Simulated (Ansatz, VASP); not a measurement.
# SiHCF (F-SiC-H chair, 2 layers, AB): VASP beside Ansatz

Aim: how closely do two programs agree when they are given the same cell, functional and k mesh? The structure shown is the start of the Ansatz relaxation below; VASP solves that cell, so the two are compared at the walk's first step.

Program: Ansatz 0.2.0. Level of theory: plane waves, with VASP 6.6.1 beside it; single point at LDA. Results are calculated unless marked as measured.

### 1. Set-up

The cell holds 8 atoms: 2 H, 2 C, 2 Si and 2 F. Its edges and angles: a = 3.086 Å, b = 3.085 Å, c = 49.447 Å, α = 90.0°, β = 90.0°, γ = 120.0°. Vacuum lies along c.

### 2. Ansatz: relaxation, LDA

Ansatz runs on its default PAW (the set named soft_2) files.

The two programs are compared at the cell with which this relaxation starts, whose forces are those of its first step.

The input, input.yaml:

```yaml
crystal:
  lattice:
    - [3.0855, 0.0, 0.0]
    - [-1.54275, 2.6721213834, 0.0]
    - [0.0, 0.0, 49.4466666688]
  atoms:
    - { symbol: H, position: [0.6666666667, 0.3333333333, 0.4064985843] }
    - { symbol: C, position: [0.6666666667, 0.3333333333, 0.4281380612] }
    - { symbol: Si, position: [0.3333333333, 0.6666666667, 0.4407442362] }
    - { symbol: F, position: [0.3333333333, 0.6666666667, 0.4747202373] }
    - { symbol: H, position: [0.0, 0.0, 0.5252797627] }
    - { symbol: C, position: [0.0, 0.0, 0.5469192396] }
    - { symbol: Si, position: [0.6666666667, 0.3333333333, 0.5595254146] }
    - { symbol: F, position: [0.6666666667, 0.3333333333, 0.5935014157] }
  periodic: [true, true, false]
kpoints:
  mp_grid: { grid: [10, 10, 1] }
hamiltonian:
  xc: lda
scf:
  occupations: { method: fermi_dirac, width: 0.05 }
  convergence: { dr2_threshold: 1.0e-09 }
relax:
  f_tol: 0.015
  max_steps: 90
  cell: {}
output:
  write_potential: true
  write_density: true
  volumetric_format: npy
```

Launch:

```console
$ ansatz run input.yaml --threads 4 --pin off --max-ram 6144MiB --backend cpu --events-out ev --progress --plain --runs-dir out
```

Numbers of over 12 decimals in the logs are rounded to 6 here.

Output:

```text
Warning: relax.cell: scf.convergence.dr2_threshold = 1e-9 eV is looser than the 2.15962793847e-10 eV advised for a relaxation that steers and ends on the stress (1e-10 eV for each atom of the cell: 8, times the square of relax.cell.stress_2d_tol = 0.05 N/m over 19.2 Å (the atoms' height at the walk's start and 5 Å past either face), 2.598e-2 GPa, over a crystal's default 0.05). What an SCF threshold leaves in a stress goes as its square root, and in the free energy as the threshold itself, and one threshold admits the most on a small cell: [figures from the program's tests cut] Set scf.convergence.dr2_threshold to 2.15962793847e-10 eV or tighter. [rest of the remark cut]
Engine: ansatz 0.2.0, aarch64-unknown-linux-gnu
Pseudopotentials: kind: paw
Pseudopotential: H, paw, valence charge 1, recommended cutoff 420 eV (normal), H.paw.azcp
Pseudopotential: C, paw, valence charge 4, recommended cutoff 420 eV (normal), C.paw.azcp
Pseudopotential: Si, paw, valence charge 4, recommended cutoff 420 eV (normal), Si.paw.azcp
Pseudopotential: F, paw, valence charge 7, recommended cutoff 420 eV (normal), F.paw.azcp
Functional definition: SPW92
  exchange = slater_x
  correlation = pw_c
Crystal: 8 atoms, lattice volume = 407.679 Å³
Basis set: ecut = 420 eV, 7917 PW (Γ)
Bands: 24, of which v1, the nominal top of the filled ones, is band 16 counted from 1 (15 counted from 0)
Symmetry: 6 space group operations
Space group: P3m1 (ITA 156), of the structure as read, at distance tolerance 7.4e-5 Å
k-points: 14 of 100 (time reversal used)
Non-local potential: H, projectors of the file, l = 0: 2, l = 1: 1
Non-local potential: C, projectors of the file, l = 0: 2, l = 1: 2, l = 2: 1
Non-local potential: Si, projectors of the file, l = 0: 2, l = 1: 2, l = 2: 2
Non-local potential: F, projectors of the file, l = 0: 2, l = 1: 2, l = 2: 1
PAW form: soft (Blöchl's): semilocal exchange-correlation on the pseudo side does not see the compensation charge
PAW frozen core: C, regenerated for the run's functional, and the local potential with it (the file was generated under x = pbe(κ = 0.804, μ = 0.219515), c = pbe(β = 0.066725))
PAW frozen core: Si, regenerated for the run's functional, and the local potential with it (the file was generated under x = pbe(κ = 0.804, μ = 0.219515), c = pbe(β = 0.066725))
PAW frozen core: F, regenerated for the run's functional, and the local potential with it (the file was generated under x = pbe(κ = 0.804, μ = 0.219515), c = pbe(β = 0.066725))
PAW one-centre angular grid: H, 110 points (default); XC on 64 Gauss nodes
PAW one-centre angular grid: C, 110 points (default); XC on 64 Gauss nodes
PAW one-centre angular grid: Si, 110 points (default); XC on 64 Gauss nodes
PAW one-centre angular grid: F, 110 points (default); XC on 64 Gauss nodes
Initial density: superposition of atomic densities (neutral atoms: chi_scale 0, normalization atom), corrected by the library's trained network
Initial wavefunctions: pseudopotential atomic-orbital guess
Functional: x = slater, c = lda
SCF iter   1: F=—  HF=-3324.742767 eV  |F-HF|=—  |Δ(HF+E_count)|=         —  Δρ=5.92e-3  dr2=3.02e-1  ethr=1.77e-3  ⟨swp⟩=14.8  Hψ=3001  notcnv=0  defer=11
preconditioner: auto → Resta (q_TF=auto, 1.785 Å⁻¹)  ε∞=1.7  [insulator: Δε(μ)=2.100 eV  Ē_g=11.368 eV  σ=0.050 eV  W_gap=1.00  n_scr=28 (ndim 8)  ℏωp=9.7 eV  f_vac=0.759  D(μ)=0.00/eV (n_scr^D=0)  ε∞_Penn≈1.7  vacuum switching on, ρ_ref=9.4e-3 e/Å³]
SCF iter   2: F=—  HF=-3324.632368 eV  |F-HF|=—  |Δ(HF+E_count)|=   1.10e-1  Δρ=2.56e-3  dr2=4.37e-2  ethr=9.44e-4  ⟨swp⟩=3.3  Hψ=722  notcnv=0  defer=37
preconditioner: auto → LDOS  [metal: Δε(μ)=0.080 eV  Ē_g=10.667 eV  σ=0.050 eV  W_gap=0.35  n_scr=28 (ndim 8)  ℏωp=9.7 eV  f_vac=0.761  D(μ)=0.48/eV (n_scr^D=6)  β→1.0]
SCF iter   3: F=—  HF=-3324.624757 eV  |F-HF|=—  |Δ(HF+E_count)|=   7.61e-3  Δρ=1.42e-3  dr2=3.53e-2  ethr=1.37e-4  ⟨swp⟩=4.9  Hψ=990  notcnv=0  defer=30
SCF iter   4: F=—  HF=-3324.633461 eV  |F-HF|=—  |Δ(HF+E_count)|=   8.70e-3  Δρ=1.91e-3  dr2=5.33e-1  ethr=1.10e-4  ⟨swp⟩=3.4  Hψ=547  notcnv=0  defer=30  recentre
SCF iter   5: F=—  HF=-3324.621704 eV  |F-HF|=—  |Δ(HF+E_count)|=   1.18e-2  Δρ=3.92e-4  dr2=1.89e-2  ethr=1.10e-4  ⟨swp⟩=2.1  Hψ=528  notcnv=0  defer=31
SCF iter   6: F=—  HF=-3324.621451 eV  |F-HF|=—  |Δ(HF+E_count)|=   2.52e-4  Δρ=2.54e-4  dr2=1.06e-2  ethr=5.90e-5  ⟨swp⟩=2.0  Hψ=411  notcnv=0  defer=31
[...]
SCF iter   9: F=—  HF=-3325.103963 eV  |F-HF|=—  |Δ(HF+E_count)|=   2.07e-9  Δρ=3.97e-7  dr2=1.05e-9  ethr=4.36e-11  ⟨swp⟩=2.9  Hψ=597  notcnv=0
SCF iter  10: F=-3325.103963 eV  HF=-3325.103963 eV  |F-HF|=9.55e-11  |Δ(HF+E_count)|=   1.22e-9  Δρ=2.20e-7  dr2=2.93e-10  ethr=3.13e-12  ⟨swp⟩=11.4  Hψ=2414  notcnv=0
SCF 7 converged in 10 iterations: F = -3325.103963 eV  dr2 = 2.93e-10
relax step   7: F+E_penalty+E_count = -3325.10396270 eV  Δ(F+E_penalty+E_count) = +1.143e-4 eV  max|allowed force component| = 2.490e-3 eV/Å  Δτ_max = 0.0065 Å  P = +0.006 N/m  Ω = 406.493 Å³  energy of the carried Pulay correction = +1.078e-3 eV  fix = [c, alpha, beta]  reactions: c +0.000 N/m  (10 SCF iters, accepted)
Initial wavefunctions: pseudopotential atomic-orbital guess (no wavefunctions were taken with the density)
iter 1 solved again at ethr=4.10e-7 eV; its pass at ethr=3.10e-3 eV (dr2=1.31e-4 eV) is discarded
SCF iter   1: F=—  HF=-3325.102773 eV  |F-HF|=—  |Δ(HF+E_count)|=         —  Δρ=1.62e-5  dr2=1.66e-7  ethr=4.10e-7  ⟨swp⟩=5.3  Hψ=4635  notcnv=0
eigensolver tolerance schedule: the retry pair's looser diagonalisation over-reported the residual by 788.79 of it (diagonalisation noise at 0.12 of the residual, at the tolerance the schedule requests for it); recorded, not acted on — ethr = c·dr2/N_el stays at c = 1.0e-1
preconditioner: auto → LDOS  [insulator: Δε(μ)=0.158 eV  Ē_g=11.082 eV  σ=0.050 eV  W_gap=0.50  n_scr=28 (ndim 8)  ℏωp=9.7 eV  f_vac=0.778  D(μ)=0.44/eV (n_scr^D=6)  ε∞_Penn≈1.8  β→1.0]
SCF iter   2: F=—  HF=-3325.102799 eV  |F-HF|=—  |Δ(HF+E_count)|=   2.64e-5  Δρ=1.09e-5  dr2=2.70e-7  ethr=5.20e-10  ⟨swp⟩=4.5  Hψ=986  notcnv=0
SCF iter   3: F=—  HF=-3325.102799 eV  |F-HF|=—  |Δ(HF+E_count)|=   5.85e-8  Δρ=5.29e-6  dr2=8.74e-8  ethr=5.20e-10  ⟨swp⟩=2.1  Hψ=581  notcnv=0
SCF iter   4: F=—  HF=-3325.102799 eV  |F-HF|=—  |Δ(HF+E_count)|=   2.12e-8  Δρ=1.17e-6  dr2=4.15e-9  ethr=2.73e-10  ⟨swp⟩=3.6  Hψ=718  notcnv=0
SCF iter   5: F=-3325.102799 eV  HF=-3325.102799 eV  |F-HF|=1.00e-10  |Δ(HF+E_count)|=  8.03e-10  Δρ=2.13e-7  dr2=1.71e-10  ethr=3.13e-12  ⟨swp⟩=15.9  Hψ=3394  notcnv=0
SCF 8 converged in 5 iterations: F = -3325.102799 eV  dr2 = 1.71e-10
relax step   8: F+E_penalty+E_count = -3325.10279898 eV  Δ(F+E_penalty+E_count) = +1.164e-3 eV  max|allowed force component| = 2.571e-3 eV/Å  Δτ_max = 0.0000 Å  P = -0.048 N/m  Ω = 406.493 Å³  fix = [c, alpha, beta]  reactions: c -0.000 N/m  stress off target by 4.76e-2 N/m on what of the cell is left free  SCF on the basis re-selected at this cell (its energy is not comparable with the rows above)  (5 SCF iters)
basis re-selected at this cell: Δ(F+E_penalty+E_count) = +1.164e-3 eV, ΔP = -0.054 N/m vs the last step (what re-selecting the basis moved, of the pressure what is left beyond the Pulay correction that the steps carried, after the strain that the cell walked since its last selection, with what the two solves' SCF thresholds leave and, on support functions, any second-order correction that the steps lacked; it is no m [...]
WARN: The output density's exchange-correlation potential varies sharply where the density is thin. Do not read a vacuum level from v_tot or v_xc, or from such a field of the output density. On a cell that repeats whose density bears no net charge and no dipole along the vacuum's axis use v_es (v_loc + v_h of the components); under efield.dipole_correction with no amplitude use v_es + v_field, which holds any externa [...]
SCF converged after 5 iterations
Free energy (F): -3325.102799 eV
Harris-Foulkes:  -3325.102799 eV  (|F-HF|=1.00e-10)
Internal energy: -3325.099030 eV  (E = F + TS)
E sigma→0 (E₀):  -3325.100914 eV
Entropy (-TS):   -0.003769 eV (-0.471 meV/atom)
Fermi energy:    -5.174994 eV
--- Per-component energies (eV) ---
  E_band       = -457.933331
  E_kinetic    = 710.944598
  E_local      = -104467.804793  (includes V_loc(G=0)·N_el)
  E_nonlocal   = 262.666646
  E_hartree    = 51817.306224
  E_xc         = -381.159035
  E_vxc        = -441.195952  (∫ρ·V_xc dr)
  E_paw        = -1532.697737  (= ΣΔE_a)
  E_vpaw       = -157.158283  (= ΣTr[D̂ρ^β])
  E_aug_tail   = 0.001583  (compensation charges beyond the density's cutoff)
  E_ewald      = 50265.122655
  E_core_change = 0.520830  (= ΣΔE_core)
  E_smearing   = -0.003769  (= −TS)
  E_closure    = -0.000000  (closes the sum)
  Σ components = -3325.102799   (vs F -3325.102799, Δ=0.00e0)
--- Forces (eV/Å), atoms counted from 1 ---
  atom   1  H     -0.00000000     0.00000000    -0.00031586
  atom   2  C      0.00000000    -0.00000000    -0.00076498
  atom   3  Si     0.00000000     0.00000000     0.00258378
  atom   4  F      0.00000000    -0.00000000    -0.00152534
  atom   5  H     -0.00000000     0.00000000    -0.00020521
  atom   6  C      0.00000000    -0.00000000    -0.00110429
  atom   7  Si     0.00000000     0.00000000     0.00228645
  atom   8  F      0.00000000    -0.00000000    -0.00085350
  max |Σ_I F_I| component: 1.01e-4 eV/Å
--- 2D stress c σ (N/m, compression-positive) ---
       -0.047615      -0.000000      -0.000000
       -0.000000      -0.047615       0.000000
       -0.000000       0.000000      -0.000000
  P = ½ c Tr σ = -0.0476 N/m
--- Band table (eV; the first three rows and the last of 14) ---
  k-point 0: bands = [... 12 lower, -8.4163, -8.4163, -5.2266, -5.1850, -5.1850, -3.8220, -3.3506, -3.1070, ... 4 higher]
  k-point 1: bands = [... 12 lower, -8.4639, -8.4593, -5.9056, -5.3645, -5.0270, -3.6107, -3.1187, -2.8141, ... 4 higher]
  k-point 2: bands = [... 12 lower, -8.5928, -8.5736, -7.2897, -5.7695, -4.4494, -3.0667, -2.8587, -2.4061, ... 4 higher]
  k-point 13: bands = [... 12 lower, -10.1226, -9.4754, -8.3355, -7.8323, -2.4666, -1.3573, -0.4669, 0.6795, ... 4 higher]
  the weakly bound empty levels are not read free of the cell's end (no_gap_told)
--- Relaxed structure (7 steps of the walk, 7 accepted, 1 SCFs on fresh bases) ---
  F+E_penalty+E_count = -3325.10279898 eV   max|allowed force component| = 2.571e-3 eV/Å   (the final SCF, on the basis selected at the relaxed cell)
  cell:  # Å, volume = 406.4926 Å³
    - [3.081006, 0.0, 0]
    - [-1.540503, 2.668229, 0]
    - [0, 0, 49.4466666688]
  atoms:
    - { symbol: H, position: [0.666667, 0.333333, 0.414440] }
    - { symbol: C, position: [0.666667, 0.333333, 0.436906] }
    - { symbol: Si, position: [0.333333, 0.666667, 0.447989] }
    - { symbol: F, position: [0.333333, 0.666667, 0.480039] }
    - { symbol: H, position: [-2.3129646347434474e-17, -1.8503717076008872e-17, 0.518555] }
    - { symbol: C, position: [-2.312964634743448e-17, -1.8503717076008872e-17, 0.540987] }
    - { symbol: Si, position: [0.666667, 0.333333, 0.552246] }
    - { symbol: F, position: [0.666667, 0.333333, 0.584166] }
```

Reading the cycles: dr2 is the Hartree energy of the density residual (eV), the measure of convergence; HF is the Harris–Foulkes estimate of the energy, which meets the free energy F at convergence.

[end of part 1 of 2]

[Lines on the potential files, build, host, timing and source positions are cut from VASP's logs without a mark.]

[Logs are printed without paths, hosts, clocks, repeated set-up lines and the standing remarks that a program may print on its own settings, such as how far it seeks lower states.]

[Hosts, paths, dates, database ids (printed as entryN), source tags and the programs' standing remarks are cut or masked in the printed files.]
